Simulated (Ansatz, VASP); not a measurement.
## One calculation of Be7B, two programs

The input INCAR:

```
SYSTEM = Be7B
  PREC = Accurate
  ENCUT = 520
  EDIFF = 1E-6
  ISMEAR = 0
  SIGMA = 0.1
  LREAL = .False.
  LASPH = .True.
  NELM = 100
  ALGO = Normal
  ISIF = 2
  LWAVE = .False.
  LCHARG = .False.
  GGA = PE
  NBANDS = 18
```

Contents of KPOINTS:

```
Automatic mesh
0
Gamma
  12 12 12
  0 0 0
```

File POSCAR:

```
Be7B
1.0
   -2.4774635304      2.4774635304      2.4774635304
    2.4774635304     -2.4774635304      2.4774635304
    2.4774635304      2.4774635304     -2.4774635304
Be B
7 1
Direct
    0.0000000000      0.5000000000      0.5000000000
    0.5000000000      0.5000000000      0.0000000000
    0.5000000000      0.0000000000      0.5000000000
    0.0000000000      0.0000000000      0.5000000000
    0.0000000000      0.5000000000      0.0000000000
    0.5000000000      0.0000000000      0.0000000000
    0.5000000000      0.5000000000      0.5000000000
    0.0000000000      0.0000000000      0.0000000000
```

Input for Ansatz:

```yaml
crystal:
  lattice:
    - [-2.4774635304, 2.4774635304, 2.4774635304]
    - [2.4774635304, -2.4774635304, 2.4774635304]
    - [2.4774635304, 2.4774635304, -2.4774635304]
  atoms:
    - { symbol: Be, position: [0.0, 0.5, 0.5] }
    - { symbol: Be, position: [0.5, 0.5, 0.0] }
    - { symbol: Be, position: [0.5, 0.0, 0.5] }
    - { symbol: Be, position: [0.0, 0.0, 0.5] }
    - { symbol: Be, position: [0.0, 0.5, 0.0] }
    - { symbol: Be, position: [0.5, 0.0, 0.0] }
    - { symbol: Be, position: [0.5, 0.5, 0.5] }
    - { symbol: B, position: [0.0, 0.0, 0.0] }
basis:
  ecutwfc: 420
kpoints:
  mp_grid: { grid: [12, 12, 12] }
  band_path:
    path:
      - [[0.0, 0.0, 0.0], [0.5, -0.5, 0.5], [0.0, 0.0, 0.5], [0.0, 0.0, 0.0], [0.25, 0.25, 0.25], [0.5, -0.5, 0.5]]
      - [[0.25, 0.25, 0.25], [0.0, 0.0, 0.5]]
    npoints: 14
hamiltonian:
  xc: pbe
scf:
  occupations: { method: gaussian, width: 0.1 }
  n_extra_bands: 20
output:
  forces: true
  stress: true
  eigenvalues: true
  populations: true
  dos: { projected: true, de: 0.02, nscf_kmesh: { grid: [15, 15, 15] } }
  bader: true
  write_density: true
  write_potential: true
  elf: true
  volumetric_format: npy
```

The cell was built by a generator and needn't be a form met in nature.

Alike in both runs: task single point; functional PBE; k mesh 12 × 12 × 12; occupations gaussian, width 0.1 eV; no spin polarisation.

|  | VASP | Ansatz |
| --- | --- | --- |
| version | VASP 6.6.1 | Ansatz 0.2.0 |
| potentials or method | VASP PAW PBE potentials, release 64 (Be, B) | scalar-relativistic, plane waves, PAW |
| plane-wave cutoff (eV) | 520 | 420 |
| valence electrons in the cell | 17 | 17 |

```csv
,VASP,Ansatz,Ansatz less VASP
gap on the k mesh at the Fermi level (eV),none,none,-
pressure (GPa),0.2,0.0,-0.15
```

A gap of «none» marks a metal or a gap that the smearing closes. The functional is the same, so the differences come from potentials, cutoffs and numerics.
